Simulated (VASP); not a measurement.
## MoSe (relaxed from the zinc blende structure, space group F-43m): computed properties

Method: PBE GGA, VASP's PBE PAW potentials (set 64) (plane waves; VASP 6.6.1).

For MoSe, the space group is F-43m (216) and the cell is a = 5.6446 Å, b = 5.6446 Å, c = 5.6446 Å, α = 90.00°, β = 90.00°, γ = 90.00°. The volume per atom comes out as 22.48 Å³/atom and the band gap (over mesh and band path) comes out as none (metal, semimetal or under 0.01 eV). The density is 6.46 g/cm³.

```yaml
crystal:
  lattice:
    - [0.00000, 2.82229, 2.82229]
    - [2.82229, 0.00000, 2.82229]
    - [2.82229, 2.82229, 0.00000]
  atoms:
    - { symbol: Mo, position: [0.00000, 0.00000, 0.00000] }
    - { symbol: Se, position: [0.25000, 0.25000, 0.25000] }
```

The structure was generated: MoSe was put into the zinc blende type (F-43m), which need not be its known phase. It was relaxed first, which changed the volume by -29 %. Symmetry was kept, so distortions that lower it aren't found.
